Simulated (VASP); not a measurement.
OSZICAR of a VASP run on WSe$_{2}$ (2H layered):

OSZICAR:
```
       N       E                     dE             d eps       ncg     rms          rms(c)
DAV:   1     0.517709001418E+03    0.51771E+03   -0.28194E+04  1680   0.163E+03
DAV:   2     0.162527537860E+01   -0.51608E+03   -0.50434E+03  1784   0.426E+02
DAV:   3    -0.334759253823E+02   -0.35101E+02   -0.34825E+02  1821   0.967E+01
DAV:   4    -0.343920123737E+02   -0.91609E+00   -0.91171E+00  1835   0.158E+01
DAV:   5    -0.344125116871E+02   -0.20499E-01   -0.20492E-01  1912   0.231E+00    0.287E+01
DAV:   6    -0.328579384998E+02    0.15546E+01   -0.11678E+01  1719   0.184E+01    0.102E+01
DAV:   7    -0.326333980735E+02    0.22454E+00   -0.52939E+00  1712   0.952E+00    0.571E+00
DAV:   8    -0.324459230168E+02    0.18748E+00   -0.80415E-01  1984   0.488E+00    0.120E+00
DAV:   9    -0.324476844860E+02   -0.17615E-02   -0.64623E-02  1887   0.130E+00    0.759E-01
DAV:  10    -0.324462799772E+02    0.14045E-02   -0.19115E-02  1982   0.869E-01    0.201E-01
DAV:  11    -0.324461415699E+02    0.13841E-03   -0.27314E-03  1883   0.314E-01    0.146E-01
DAV:  12    -0.324461135405E+02    0.28029E-04   -0.10028E-04  1941   0.536E-02    0.100E-01
DAV:  13    -0.324460964092E+02    0.17131E-04   -0.12812E-04  1878   0.619E-02    0.395E-03
DAV:  14    -0.324460965260E+02   -0.11678E-06   -0.33191E-06  1798   0.112E-02    0.367E-03
DAV:  15    -0.324460963949E+02    0.13105E-06   -0.13067E-07  1274   0.202E-03    0.381E-03
DAV:  16    -0.324460964651E+02   -0.70157E-07   -0.13358E-07  1178   0.241E-03
   1 F= -.32446096E+02 E0= -.32446096E+02  d E =0.000000E+00
```

Question: Which electronic solver shows in the log?

Answer: It is blocked Davidson (ALGO = Normal, or the opening steps of other solvers). The INCAR had ALGO = Normal.

Question: Can the final energy be trusted as converged?

Answer: Self-consistency was reached. It stopped with EDIFF = 1E-7, NELM = 100 (rev-vdW-DF2, plane waves, VASP's PBE PAW potentials (set 64)).

The compound is WSe2 in the 2H layered structure. It was relaxed first.
